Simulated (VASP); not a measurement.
An input for Quantum ESPRESSO's pw.x (written as the equivalent of a VASP run, and not itself run):

```
&CONTROL
  calculation = 'scf'
  pseudo_dir = './pseudo'
  outdir = './out'
  tprnfor = .true.
  tstress = .true.
/
&SYSTEM
  ibrav = 0
  nat = 5
  ntyp = 3
  ecutwfc = 84
  occupations = 'smearing'
  smearing = 'methfessel-paxton'
  degauss = 0.00735
  input_dft = 'pbe'
/
&ELECTRONS
  conv_thr = 7.3e-08
  electron_maxstep = 100
/
ATOMIC_SPECIES
  Mg 24.305 Mg.upf
  Al 26.982 Al.upf
  Ge 72.630 Ge.upf
CELL_PARAMETERS angstrom
     4.0935600    0.0000000    0.0000000
    -2.0467800    3.5451270    0.0000000
     0.0000000    0.0000000    6.7541200
ATOMIC_POSITIONS crystal
  Mg   0.0000000  0.0000000  0.0000000
  Al   0.6666670  0.3333330  0.3675900
  Al   0.3333330  0.6666670  0.6324100
  Ge   0.6666670  0.3333330  0.7569500
  Ge   0.3333330  0.6666670  0.2430500
K_POINTS automatic
  8 8 4 0 0 0
```

Q: Translate this input to VASP (INCAR, KPOINTS, POSCAR, choice of POTCAR).

A: Several could match; the one computed here: 
**INCAR**
```
ENCUT = 500   ! plane-wave cut-off (eV)
GGA = PE   ! PBE
LWAVE = F
LREAL = F   ! projection in real space or not
ISMEAR = 1
LASPH = T   ! aspherical one-centre terms
NELM = 100
EDIFF = 1E-6   ! SCF stop (eV)
SIGMA = 0.1   ! width (eV)
LCHARG = F
ALGO = Normal
ISIF = 2
PREC = Accurate
LMAXMIX = 4
SYSTEM = Mg(AlGe)2
```

POSCAR:
```
Mg(AlGe)2
1
    4.0935600000     0.0000000000     0.0000000000
   -2.0467800000     3.5451270000     0.0000000000
    0.0000000000     0.0000000000     6.7541200000
Mg Al Ge
1 2 2
Direct
  0.0000000000   0.0000000000   0.0000000000
  0.6666670000   0.3333330000   0.3675900000
  0.3333330000   0.6666670000   0.6324100000
  0.6666670000   0.3333330000   0.7569500000
  0.3333330000   0.6666670000   0.2430500000
```

### KPOINTS
```
Automatic
0
G
8 8 4
```

POTCAR, in this order: Mg Al Ge_d (PBE.64 set). Program: vasp_std.

Limits of the translation: the potentials are each code's own (VASP's PAW set, PseudoDojo norm-conserving files in pw.x), so ENCUT and ecutwfc are chosen apart and not converted; conv_thr bounds pw.x's estimated SCF error, while EDIFF bounds the energy change between steps.

The structure comes from a computed database's Al2MgGe2 entry (P-3m1); how it stands against other phases isn't given here. The cell was not relaxed at this level. The run is one of a series of settings (ENCUT = 500 against the base run), some of them coarse on purpose.
